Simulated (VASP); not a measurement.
Calculation: PBE GGA with D4 dispersion, VASP's PBE PAW potentials (set 64) (plane waves; VASP).

A VASP calculation is set up with these files.

**INCAR**
```
# general
SYSTEM  = GdN
PREC    = Accurate
ENCUT   = 520
LREAL   = F
LASPH   = T

# electronic loop
EDIFF   = 1E-7
NELM    = 100
ALGO    = Normal
LMAXMIX = 6

# smearing
ISMEAR  = -5

# functional
GGA     = PE
IVDW    = 13

# ions
ISIF    = 2

# output
LWAVE   = F
LCHARG  = T
LORBIT  = 11
NEDOS   = 601
```

**POSCAR**
```
GdN
1
    0.0000000000     2.4695824539     2.4695824539
    2.4695824539     0.0000000000     2.4695824539
    2.4695824539     2.4695824539     0.0000000000
Gd N
1 1
Direct
  0.0000000000   0.0000000000   0.0000000000
  0.5000000000   0.5000000000   0.5000000000
```

### KPOINTS
```
kpoints
0
gamma
14 14 14
```

POTCAR, in this order: Gd_3 N (PBE.64 set). Program: vasp_std.

The resulting files:

File OUTCAR:
```
 ion  position               nearest neighbor table
   1  0.000  0.000  0.000-   2 2.47   2 2.47   2 2.47   2 2.47   2 2.47   2 2.47
   2  0.500  0.500  0.500-   1 2.47   1 2.47   1 2.47   1 2.47   1 2.47   1 2.47
  LATTYP: Found a face centered cubic cell.
 ALAT       =     4.9391649078
 Subroutine PRICEL returns:
 Original cell was already a primitive cell.
 Subroutine GETGRP returns: Found 48 space group operations
The static configuration has the point symmetry O_h .
The dynamic configuration has the point symmetry O_h .
 Subroutine INISYM returns: Found 48 space group operations
 Subroutine IBZKPT returns following result:
 Found    104 irreducible k-points:

 Following reciprocal coordinates:
            Coordinates               Weight
  0.000000  0.000000  0.000000      1.000000
  0.071429  0.000000  0.000000      8.000000
  0.142857  0.000000  0.000000      8.000000
  0.214286  0.000000  0.000000      8.000000
  0.285714  0.000000  0.000000      8.000000
  0.357143  0.000000  0.000000      8.000000
  0.428571  0.000000  0.000000      8.000000
  0.500000  0.000000  0.000000      4.000000
  0.071429  0.071429  0.000000      6.000000
...
```

OSZICAR:
```
       N       E                     dE             d eps       ncg     rms          rms(c)
DAV:   1     0.465130632909E+02    0.46513E+02   -0.68038E+03  2288   0.118E+03
DAV:   2    -0.155528500721E+02   -0.62066E+02   -0.58396E+02  3031   0.241E+02
DAV:   3    -0.184361522580E+02   -0.28833E+01   -0.28516E+01  2985   0.430E+01
DAV:   4    -0.184811699331E+02   -0.45018E-01   -0.44882E-01  2979   0.469E+00
DAV:   5    -0.184819165502E+02   -0.74662E-03   -0.74635E-03  2886   0.465E-01    0.282E+01
DAV:   6    -0.163392683098E+02    0.21426E+01   -0.18987E+01  2683   0.268E+01    0.256E+01
DAV:   7    -0.161570920124E+02    0.18218E+00   -0.14228E+00  2654   0.790E+00    0.175E+01
DAV:   8    -0.161602053247E+02   -0.31133E-02   -0.11862E-01  2560   0.359E+00    0.567E+00
DAV:   9    -0.161553896931E+02    0.48156E-02   -0.18535E-02  2849   0.103E+00    0.477E-01
DAV:  10    -0.161556092475E+02   -0.21955E-03   -0.54435E-04  3047   0.228E-01    0.349E-01
DAV:  11    -0.161555929749E+02    0.16273E-04   -0.90782E-05  2897   0.726E-02    0.246E-02
DAV:  12    -0.161555937163E+02   -0.74136E-06   -0.34610E-06  2820   0.201E-02    0.880E-03
DAV:  13    -0.161555933225E+02    0.39382E-06   -0.56538E-07  2976   0.533E-03    0.376E-03
DAV:  14    -0.161555933990E+02   -0.76532E-07   -0.27083E-08  1777   0.175E-03
   1 F= -.16858653E+02 E0= -.16858653E+02  d E =0.000000E+00
```

**OUTCAR**
```
------------------------ aborting loop because EDIFF is reached ----------------------------------------
  Edisp (eV):   -0.70306
  FORCE on cell =-STRESS in cart. coord.  units (eV):
  Direction    XX          YY          ZZ          XY          YZ          ZX
  --------------------------------------------------------------------------------------
  Total      -0.00665    -0.00665    -0.00665     0.00000     0.00000     0.00000
  in kB      -0.35376    -0.35376    -0.35376     0.00000     0.00000     0.00000
  external pressure =       -0.35 kB  Pullay stress =        0.00 kB
  volume of cell :       30.12
      direct lattice vectors                 reciprocal lattice vectors
     0.000000000  2.469582454  2.469582454    -0.202463376  0.202463376  0.202463376
     2.469582454  0.000000000  2.469582454     0.202463376 -0.202463376  0.202463376
     2.469582454  2.469582454  0.000000000     0.202463376  0.202463376 -0.202463376
 POSITION                                       TOTAL-FORCE (eV/Angst)
 -----------------------------------------------------------------------------------
      0.00000      0.00000      0.00000        -0.000000      0.000000     -0.000000
      2.46958      2.46958      2.46958         0.000000     -0.000000      0.000000
 -----------------------------------------------------------------------------------
    total drift:                                0.000000      0.000000      0.000000
  FREE ENERGIE OF THE ION-ELECTRON SYSTEM (eV)
  ---------------------------------------------------
  free  energy   TOTEN  =       -16.8586534625 eV

  energy  without entropy=      -16.8586534625  energy(sigma->0) =      -16.85865346

 total charge

# of ion       s       p       d       tot
------------------------------------------
    1        0.266   6.630   1.308   8.204
    2        1.250   2.403   0.000   3.653
--------------------------------------------------
tot          1.516   9.033   1.308  11.857
```
(Selected blocks of OUTCAR.)

**OUTCAR**
```
 val. band max:        4.1285873510   @ k =   0.0000   0.0000   0.0000

 cond. band min:       4.0600826334   @ k =   0.5000   0.5000   0.0000


 Fermi energy:         4.1064565625

 k-point     1 :       0.0000    0.0000    0.0000
  band No.  band energies     occupation
      1     -15.5297      2.00000
      2     -15.5297      2.00000
      3     -15.5297      2.00000
      4      -8.7926      2.00000
      5       4.1286      1.99434
      6       4.1286      1.94714
      7       4.1286      1.94714
      8       7.1577      0.00000
      9       7.1577      0.00000
     10       7.1577      0.00000
     11       8.0339      0.00000

 k-point     2 :       0.0714    0.0000    0.0000
  band No.  band energies     occupation
      1     -15.6147      2.00000
      2     -15.5350      2.00000
      3     -15.5350      2.00000
      4      -8.6832      2.00000
      5       3.7702      2.00003
      6       3.9302      2.00481
      7       3.9302      2.00481
      8       7.2035      0.00000
      9       7.2956      0.00000
     10       7.2956      0.00000
     11       8.3675      0.00000

 k-point     3 :       0.1429    0.0000    0.0000
  band No.  band energies     occupation
      1     -15.8405      2.00000
      2     -15.5496      2.00000
      3     -15.5496      2.00000
      4      -8.3870      2.00000
      5       2.9739      2.00000
      6       3.4622      2.00000
      7       3.4622      2.00000
      8       7.3115      0.00000
      9       7.6780      0.00000
     10       7.6780      0.00000
     11       9.1732      0.00000

 k-point     4 :       0.2143    0.0000    0.0000
  band No.  band energies     occupation
      1     -16.1406      2.00000
      2     -15.5706      2.00000
      3     -15.5706      2.00000
      4      -7.9796      2.00000
      5       2.0784      2.00000
      6       2.9234      2.00000
      7       2.9234      2.00000
      8       7.5510      0.00000
      9       8.2605      0.00000
...
```

The 4f electrons are frozen in the core of the lanthanide potential, so 4f levels, which can set the real gap, and their magnetism are missing. For a metal the tetrahedron method with Blöchl corrections gives inexact stress and forces.

The compound is GdN in the rock salt structure. It was relaxed first.
